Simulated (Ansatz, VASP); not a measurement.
# H23C11 (amorphous polyisobutylene at 580 K) in two plane-wave programs

Wanted: the spread between two codes on one cell, functional and k mesh. The cell is taken from a series of runs on this material, whose earlier steps may have relaxed, scaled, displaced or heated it; both programs get it as it stands.

Main program and level: Ansatz 0.2.0; plane waves, with VASP 6.6.1 beside it; single point at LDA.

### Step 1. Starting point

The cell holds 136 atoms: 44 C and 92 H. Its edges and angles: a = 11.232 Å, b = 11.232 Å, c = 11.232 Å, α = 90.0°, β = 90.0°, γ = 90.0°. As first built, before any earlier steps moved the atoms (in the runner's words): 2 polyisobutylene chains of 5 units placed at random, at 0.728 g/cm^3; overlaps pushed apart, then 20 ps at 800 K with MMFF94 bonds, angles, torsions, charges and radii (Halgren, J. Comput. Chem. 17, 490 (1996)) in harmonic and 12-6 forms; charges of ions scaled by 0.8. Snapshot after 30 ps at 580 K and fixed volume.

### Step 2. Ansatz: single point, LDA

Ansatz runs on its default PAW (the set named soft_2) files.

With cell and atoms fixed, the geometry can't cause a difference; cores, projectors, grids and the points listed under the comparison can.

File input.yaml:

```yaml
crystal:
  lattice:
    - [11.23193, 0.0, 0.0]
    - [0.0, 11.23193, 0.0]
    - [0.0, 0.0, 11.23193]
  atoms:
    - { symbol: C, position: [0.79161, 0.49182, 0.5559] }
    - { symbol: C, position: [0.83747, 0.44729, 0.67941] }
    - { symbol: C, position: [0.74479, 0.35588, 0.73586] }
    - { symbol: C, position: [0.8149, 0.32726, 0.84022] }
    - { symbol: C, position: [0.72541, 0.25778, 0.64785] }
    - { symbol: C, position: [0.62978, 0.42369, 0.7789] }
    - { symbol: C, position: [0.54804, 0.35377, 0.86086] }
    - { symbol: C, position: [0.54487, 0.22101, 0.83726] }
    - { symbol: C, position: [0.5896, 0.36949, 0.98595] }
    - { symbol: C, position: [0.41681, 0.40826, 0.83557] }
    - { symbol: C, position: [0.29162, 0.37717, 0.8857] }
    - { symbol: C, position: [0.21539, 0.48545, 0.85433] }
    - { symbol: C, position: [0.25655, 0.26728, 0.82402] }
    - { symbol: C, position: [0.29904, 0.35145, 0.02422] }
    - { symbol: C, position: [0.1866, 0.35843, 0.11324] }
    - { symbol: C, position: [0.15049, 0.49006, 0.13473] }
    - { symbol: C, position: [0.09031, 0.2851, 0.05919] }
    - { symbol: C, position: [0.21485, 0.30098, 0.22558] }
    - { symbol: C, position: [0.3131, 0.35239, 0.32185] }
    - { symbol: C, position: [0.37071, 0.24889, 0.37491] }
    - { symbol: C, position: [0.25142, 0.4189, 0.42339] }
    - { symbol: C, position: [0.41102, 0.42828, 0.26863] }
    - { symbol: H, position: [0.81168, 0.40923, 0.5021] }
    - { symbol: H, position: [0.85955, 0.55906, 0.52207] }
    - { symbol: H, position: [0.69976, 0.52105, 0.56415] }
    - { symbol: H, position: [0.83571, 0.52055, 0.7387] }
    - { symbol: H, position: [0.93197, 0.41181, 0.67709] }
    - { symbol: H, position: [0.90078, 0.27857, 0.81967] }
    - { symbol: H, position: [0.77268, 0.25469, 0.88802] }
    - { symbol: H, position: [0.83813, 0.39517, 0.90517] }
[... 100 atom lines left out ...]
    - { symbol: H, position: [0.46666, 0.74666, 0.50986] }
    - { symbol: H, position: [0.44023, 0.89883, 0.49482] }
    - { symbol: H, position: [0.56384, 0.8456, 0.58474] }
    - { symbol: H, position: [0.41417, 0.72131, 0.83764] }
    - { symbol: H, position: [0.53817, 0.71047, 0.73458] }
    - { symbol: H, position: [0.41139, 0.61991, 0.71168] }
kpoints:
  mp_grid: { grid: [1, 1, 1] }
hamiltonian:
  xc: lda
scf:
  occupations: { method: fixed }
output:
  forces: true
```

Run with:

```console
ansatz run input.yaml --threads 4 --pin off --max-ram 8192MiB --backend cpu --events-out ev --progress --plain --runs-dir out
```

Numbers of over 12 decimals in the logs are rounded to 6 here.

The program printed:

```text
Engine: ansatz 0.2.0, x86_64-unknown-linux-gnu
Pseudopotentials: kind: paw
Pseudopotential: C, paw, valence charge 4, recommended cutoff 420 eV (normal), C.paw.azcp
Pseudopotential: H, paw, valence charge 1, recommended cutoff 420 eV (normal), H.paw.azcp
Functional definition: SPW92
  exchange = slater_x
  correlation = pw_c
Crystal: 136 atoms, lattice volume = 1416.978 Å³
Basis set: ecut = 420 eV, 27633 PW (Γ)
Bands: 270, of which v1, the nominal top of the filled ones, is band 134 counted from 1 (133 counted from 0)
Symmetry: 1 space group operations
Space group: P1 (ITA 1), of the structure as read, at distance tolerance 1.1e-4 Å
k-points: 1
Non-local potential: C, projectors of the file, l = 0: 2, l = 1: 2, l = 2: 1
Non-local potential: H, projectors of the file, l = 0: 2, l = 1: 1
PAW form: soft (Blöchl's): semilocal exchange-correlation on the pseudo side does not see the compensation charge
PAW frozen core: C, regenerated for the run's functional, and the local potential with it (the file was generated under x = pbe(κ = 0.804, μ = 0.219515), c = pbe(β = 0.066725))
PAW one-centre angular grid: C, 110 points (default); XC on 64 Gauss nodes
PAW one-centre angular grid: H, 110 points (default); XC on 64 Gauss nodes
Initial density: superposition of atomic densities (neutral atoms: chi_scale 0, normalization atom), corrected by the library's trained network
Initial wavefunctions: pseudopotential atomic-orbital guess
Functional: x = slater, c = lda
SCF iter   1: F=—  HF=-12135.430086 eV  |F-HF|=—  |Δ(HF+E_count)|=         —  Δρ=8.26e-3  dr2=7.26e-1  ethr=1.77e-3  ⟨swp⟩=5.0  Hψ=856  notcnv=0  defer=134
preconditioner: auto → Resta (q_TF=auto, 2.067 Å⁻¹)  ε∞=2.2  [insulator: Δε(μ)=4.436 eV  Ē_g=15.050 eV  n_scr=202 (ndim 8)  ℏωp=16.1 eV  f_vac=0.318  ε∞_Penn≈2.2]
SCF iter   2: F=—  HF=-12135.262233 eV  |F-HF|=—  |Δ(HF+E_count)|=   1.68e-1  Δρ=3.44e-3  dr2=1.18e-1  ethr=2.71e-4  ⟨swp⟩=3.0  Hψ=413  notcnv=0  defer=134
SCF iter   3: F=—  HF=-12135.255454 eV  |F-HF|=—  |Δ(HF+E_count)|=   6.78e-3  Δρ=9.20e-4  dr2=1.34e-2  ethr=4.40e-5  ⟨swp⟩=4.0  Hψ=279  notcnv=0  defer=35
automatic band count: iteration 3 solves 171 bands in place of 270: the levels show a gap, and the empty bands left out lie too high to hold charge; the band table lists the bands solved (type scf.n_extra_bands for more)
SCF iter   4: F=—  HF=-12135.261544 eV  |F-HF|=—  |Δ(HF+E_count)|=   6.09e-3  Δρ=1.99e-4  dr2=1.35e-3  ethr=5.01e-6  ⟨swp⟩=3.0  Hψ=249  notcnv=0  defer=35
SCF iter   5: F=—  HF=-12135.263764 eV  |F-HF|=—  |Δ(HF+E_count)|=   2.22e-3  Δρ=1.07e-4  dr2=2.64e-4  ethr=5.02e-7  ⟨swp⟩=3.0  Hψ=268  notcnv=0  defer=35
SCF iter   6: F=—  HF=-12135.264201 eV  |F-HF|=—  |Δ(HF+E_count)|=   4.36e-4  Δρ=2.91e-5  dr2=1.90e-5  ethr=9.85e-8  ⟨swp⟩=3.0  Hψ=278  notcnv=0  defer=35
SCF iter   7: F=—  HF=-12135.263100 eV  |F-HF|=—  |Δ(HF+E_count)|=   1.10e-3  Δρ=1.15e-5  dr2=2.24e-6  ethr=7.10e-9  ⟨swp⟩=2.0  Hψ=305  notcnv=0  defer=35
SCF iter   8: F=—  HF=-12135.263103 eV  |F-HF|=—  |Δ(HF+E_count)|=   2.73e-6  Δρ=3.50e-6  dr2=2.12e-7  ethr=8.36e-10  ⟨swp⟩=2.0  Hψ=275  notcnv=0  defer=35
SCF iter   9: F=-12135.263103 eV  HF=-12135.263103 eV  |F-HF|=4.04e-8  |Δ(HF+E_count)|=   3.62e-7  Δρ=7.58e-7  dr2=1.71e-8  ethr=3.73e-11  ⟨swp⟩=4.0  Hψ=542  notcnv=0
SCF 1 converged in 9 iterations: F = -12135.263103 eV  dr2 = 1.71e-8
  greatest PAW one-centre occupation: 0.668 electrons in one spin orbital (limit 2), on the C atom at site 84 (counted from 0), in its partial waves of l = 0
SCF converged after 9 iterations
Free energy (F): -12135.263103 eV
Harris-Foulkes:  -12135.263103 eV  (|F-HF|=4.04e-8)
Internal energy: -12135.263103 eV  (E = F + TS)
E sigma→0 (E₀):  -12135.263103 eV
Fermi energy:    -2.145613 eV
--- Per-component energies (eV) ---
  E_band       = -2050.251688
  E_kinetic    = 5297.524503
  E_local      = -21693.239828  (includes V_loc(G=0)·N_el)
  E_nonlocal   = 1391.123014
  E_hartree    = 8512.477414
  E_xc         = -2910.389295
  E_vxc        = -3670.226430  (∫ρ·V_xc dr)
  E_paw        = -4091.992944  (= ΣΔE_a)
  E_vpaw       = -400.270278  (= ΣTr[D̂ρ^β])
  E_aug_tail   = -0.121932  (compensation charges beyond the density's cutoff)
  E_ewald      = 1356.591334
  E_core_change = 2.764630  (= ΣΔE_core)
  E_smearing   = -0.000000  (= −TS)
  E_closure    = -0.000000  (closes the sum)
  Σ components = -12135.263103   (vs F -12135.263103, Δ=0.00e0)
--- Forces (eV/Å), atoms counted from 1 ---
  atom   1  C      3.35378621    -1.15440871     0.65691731
  atom   2  C     -1.78753946    -0.16938332    -1.77761120
  atom   3  C      1.15031574     3.09882196    -0.86588470
  atom   4  C      1.62937817    -3.37140376     1.40931378
  atom   5  C      0.07839757    -0.45092538    -1.29578733
  atom   6  C      1.75449776     0.61372310     0.15284554
  atom   7  C     -1.57208543    -1.02631157    -0.63948883
  atom   8  C     -0.77134998     0.35565875     0.49530633
  atom   9  C      0.40478452     0.36057413     0.58962731
  atom  10  C      1.22879791    -0.07655670     0.81587780
  atom  11  C      2.09492385     0.28409194     1.67711899
  atom  12  C      2.10697822     0.52302625     1.10169420
  atom  13  C     -2.84059915    -1.46766676     0.73178504
  atom  14  C     -0.54435033     3.42958329     0.23590574
  atom  15  C      2.13958911     1.67563470    -3.76865980
  atom  16  C     -1.69690487    -1.97069444    -1.15437084
  atom  17  C     -1.84574183     0.51954006    -1.52462454
  atom  18  C      5.14910000     0.76616042     0.64424968
  atom  19  C     -0.71127168     0.59093729    -1.55877407
  atom  20  C     -0.70180155    -1.98795427    -0.18811554
  atom  21  C     -0.12798654     0.70324097    -1.99631757
  atom  22  C     -1.43474792     2.09590969     1.20098307
  atom  23  H     -1.01150471     0.91386788    -0.24935885
  atom  24  H     -1.20749564    -0.29280244     0.21863526
[...]
atom 129  H     -0.24289917    -0.60864825     0.07827987
  atom 130  H     -1.47014646    -0.39524391    -1.13319508
  atom 131  H      0.23491931    -0.31331612    -0.38501440
  atom 132  H      0.05623714     0.41707322     0.23372116
  atom 133  H      1.20454016     0.30877942    -0.25366981
  atom 134  H      0.36651596    -0.33824214    -0.98869361
  atom 135  H      0.85573393    -0.39678664     0.38106607
  atom 136  H     -0.22826370     0.08471602    -0.33925240
  max |Σ_I F_I| component: 4.04e-5 eV/Å
```

### Step 3. VASP: single point, LDA

The same cell, functional (in two slightly different forms) and mesh now go to VASP, with its own data sets.

Lines of VASP's logs that name or quote its potential files are left out, and so is its time.

File INCAR:

```
SYSTEM = H23C11
PREC = Accurate
ENCUT = 520
EDIFF = 1E-06
NELM = 120
ISMEAR = 0
SIGMA = 0.01
LREAL = Auto
ALGO = Normal
GGA = CA
NBANDS = 229
LORBIT = 11
LWAVE = .FALSE.
LCHARG = .FALSE.
ISIF = 2
LASPH = .TRUE.
GGA_COMPAT = .FALSE.
EFERMI = MIDGAP
```

File POSCAR:

```
H23C11
1.0
   11.2319300000      0.0000000000      0.0000000000
    0.0000000000     11.2319300000      0.0000000000
    0.0000000000      0.0000000000     11.2319300000
C H
44 92
Direct
    0.7916100000      0.4918200000      0.5559000000
    0.8374700000      0.4472900000      0.6794100000
    0.7447900000      0.3558800000      0.7358600000
    0.8149000000      0.3272600000      0.8402200000
    0.7254100000      0.2577800000      0.6478500000
    0.6297800000      0.4236900000      0.7789000000
    0.5480400000      0.3537700000      0.8608600000
    0.5448700000      0.2210100000      0.8372600000
    0.5896000000      0.3694900000      0.9859500000
    0.4168100000      0.4082600000      0.8355700000
    0.2916200000      0.3771700000      0.8857000000
    0.2153900000      0.4854500000      0.8543300000
    0.2565500000      0.2672800000      0.8240200000
    0.2990400000      0.3514500000      0.0242200000
    0.1866000000      0.3584300000      0.1132400000
    0.1504900000      0.4900600000      0.1347300000
    0.0903100000      0.2851000000      0.0591900000
    0.2148500000      0.3009800000      0.2255800000
    0.3131000000      0.3523900000      0.3218500000
    0.3707100000      0.2488900000      0.3749100000
    0.2514200000      0.4189000000      0.4233900000
    0.4110200000      0.4282800000      0.2686300000
    0.7359300000      0.8944400000      0.3303900000
    0.8256600000      0.9017100000      0.2240600000
    0.7766600000      0.9234900000      0.0962100000
    0.7082300000      0.0426400000      0.1162400000
    0.6830600000      0.8313700000      0.0563900000
    0.8694400000      0.9459100000      0.0028200000
    0.9672300000      0.8455400000      0.9782400000
    0.0625300000      0.8433000000      0.0776900000
[... 100 atom lines left out ...]
    0.4666600000      0.7466600000      0.5098600000
    0.4402300000      0.8988300000      0.4948200000
    0.5638400000      0.8456000000      0.5847400000
    0.4141700000      0.7213100000      0.8376400000
    0.5381700000      0.7104700000      0.7345800000
    0.4113900000      0.6199100000      0.7116800000
```

File KPOINTS:

```
Automatic mesh
0
Gamma
1 1 1
0 0 0
```

The projector-augmented-wave data sets are C and H (LDA family, release 64).

Run with:

```console
export OMP_NUM_THREADS=3
mpirun -np 1 vasp_gam
```

The program printed:

```text
[banner, memory and clock lines left out]
running    1 mpi-ranks, on    1 nodes
[...]
Offloading initialized ...    1 GPUs detected
[...]
LDA part: xc-table for (Slater(with rela. corr.)+CA(PZ))
 , standard interpolation
 POSCAR, INCAR and KPOINTS ok, starting setup
[...]
entering main loop
       N       E                     dE             d eps       ncg     rms          rms(c)
DAV:   1     0.153259612069E+04    0.15326E+04   -0.12806E+05   466   0.104E+03
DAV:   2    -0.641160876867E+03   -0.21738E+04   -0.20490E+04   575   0.242E+02
DAV:   3    -0.858364277867E+03   -0.21720E+03   -0.21546E+03   596   0.758E+01
DAV:   4    -0.864718427230E+03   -0.63541E+01   -0.63370E+01   604   0.152E+01
[...]
DAV:  19    -0.772990948287E+03   -0.25125E-05   -0.75277E-06   556   0.738E-03    0.369E-03
DAV:  20    -0.772990950131E+03   -0.18445E-05   -0.47667E-06   548   0.530E-03    0.257E-03
DAV:  21    -0.772990950609E+03   -0.47800E-06   -0.96180E-07   420   0.287E-03
   1 F= -.77299095E+03 E0= -.77299095E+03  d E =0.000000E+00
```

From OUTCAR (step 3):

```text
  FREE ENERGIE OF THE ION-ELECTRON SYSTEM (eV)
  ---------------------------------------------------
  free  energy   TOTEN  =      -772.9909506091 eV

  energy  without entropy=     -772.9909506091  energy(sigma->0) =     -772.99095061
```

The run ends at a pressure of 1.00 GPa, with forces up to 6.7 eV/Å.

### Step 4. Differences

Known differences besides the potentials themselves: the two LDA forms differ slightly; fixed occupations in Ansatz, narrow Gaussian smearing in VASP; the cutoff is 420 eV in Ansatz and 520 eV in VASP (PREC = Accurate, projectors in real space); VASP's log shows a relativistic correction to its local exchange, Ansatz's none. Total energies have different zeros and are not compared.

Both answers:

| quantity | Ansatz | VASP | difference |
| --- | --- | --- | --- |
| gap on the k mesh (eV) | 4.452 | 4.452 | +0.001 |

Forces on 10 of the 136 atoms, those with the largest forces and the largest differences (eV/Å; atoms numbered as in POSCAR):

| atom | Ansatz x, y, z | VASP x, y, z |
| --- | --- | --- |
| C15 | 2.140, 1.676, -3.769 | 2.146, 1.703, -3.793 |
| C18 | 5.149, 0.766, 0.644 | 5.153, 0.761, 0.684 |
| C23 | -0.538, -2.158, -5.047 | -0.531, -2.143, -5.033 |
| C34 | -2.970, -4.218, -4.299 | -2.948, -4.187, -4.272 |
| C42 | -0.588, 3.605, 2.584 | -0.577, 3.603, 2.592 |
| H81 | -3.948, -0.411, 2.781 | -3.970, -0.407, 2.794 |
| H88 | -0.137, -0.434, -0.592 | -0.115, -0.408, -0.554 |
| H109 | 0.842, 0.407, -0.295 | 0.871, 0.366, -0.302 |
| H113 | 3.091, 2.941, 3.056 | 3.102, 2.951, 3.063 |
| H114 | -0.172, 0.120, 0.260 | -0.169, 0.135, 0.211 |

The forces differ by 23 meV/Å r.m.s., which is 1.9 % of the r.m.s. force of 1.203 eV/Å (both taken over all components). A gap on the mesh is an upper bound, since the band edges may lie between its points.

### Step 5. Results

| Property | Result |
| --- | --- |
| r.m.s. force difference (single point, LDA) | 1.9 % of the r.m.s. force |

In words: The r.m.s. force difference is 1.9 % of the r.m.s. force (single point, LDA), within the 3 % picked in this series as the mark of a large difference. How closely two codes agree says nothing of how well the functional describes the real material.

[Lines on the potential files, build, host, timing and source positions are cut from VASP's logs without a mark.]

[Logs are printed without paths, hosts, clocks, repeated set-up lines and the standing remarks that a program may print on its own settings, such as how far it seeks lower states.]

[Hosts, paths, dates, database ids (printed as entryN), source tags and the programs' standing remarks are cut or masked in the printed files.]

[The MMFF94 radii named for the starting cell were scaled by 0.96; in molecules described by MMFF94, hydrogen bound to N, O or S took a small fixed 12-6 site in their place.]
